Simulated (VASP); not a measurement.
VASP input:

File KPOINTS:
```
Automatic mesh
0
Gamma
9 9 9
0 0 0
```

INCAR:
```
# general
SYSTEM  = PtAl2
PREC    = Accurate
ENCUT   = 500   # plane-wave cut-off (eV)
LREAL   = .False.   # projection in real space or not
LASPH   = .True.   # aspherical one-centre terms

# electronic loop
EDIFF   = 1E-6   # SCF stop (eV)
NELM    = 100   # most electronic steps
ALGO    = Normal   # blocked Davidson
LMAXMIX = 6   # l cut-off of mixed one-centre charges

# smearing
ISMEAR  = 1   # Methfessel-Paxton
SIGMA   = 0.1

# functional
GGA     = PE   # PBE

# ions
IBRION  = 2
NSW     = 40   # most ionic steps
ISIF    = 3   # ions, shape and volume
EDIFFG  = -0.02   # ionic stop

# output
LWAVE   = .False.
LCHARG  = .False.
```

**POSCAR**
```
PtAl2
1.0
  0.0000000000   2.9713969636   2.9713969636
  2.9713969636   0.0000000000   2.9713969636
  2.9713969636   2.9713969636   0.0000000000
Al Pt
2 1
direct
  0.2500000000   0.2500000000   0.2500000000
  0.7500000000   0.7500000000   0.7500000000
  0.0000000000   0.0000000000   0.0000000000
```

POTCAR, in this order: Al Pt (PBE.64 set). Program: vasp_std.

**Question.** Translate this PBE calculation to Ansatz.

**Answer.** One equivalent input (not run):
Ansatz 0.2 input:
```yaml
crystal:
  lattice:
    - [0.0000000, 2.9713970, 2.9713970]
    - [2.9713970, 0.0000000, 2.9713970]
    - [2.9713970, 2.9713970, 0.0000000]
  atoms:
    - { symbol: Al, position: [0.2500000, 0.2500000, 0.2500000] }
    - { symbol: Al, position: [0.7500000, 0.7500000, 0.7500000] }
    - { symbol: Pt, position: [0.0000000, 0.0000000, 0.0000000] }
kpoints:
  mp_grid: { grid: [9, 9, 9] }
hamiltonian:
  xc: pbe
  pseudopotentials: { kind: paw }
scf:
  occupations: { method: methfessel_paxton, width: 0.1 }
  max_iter: 100
relax:
  max_steps: 40
  f_tol: 0.02
  cell: {}
output: { forces: true, stress: true, eigenvalues: true }
```
Limits of the translation: each code has its own PAW files, so the cut-off isn't converted (ENCUT is set for VASP's; basis.ecutwfc is left out, and Ansatz then takes the one that its files recommend); Ansatz stops its SCF on the density residual and VASP on the energy change (EDIFF).

The compound is PtAl2 in the fluorite structure. It was relaxed first.
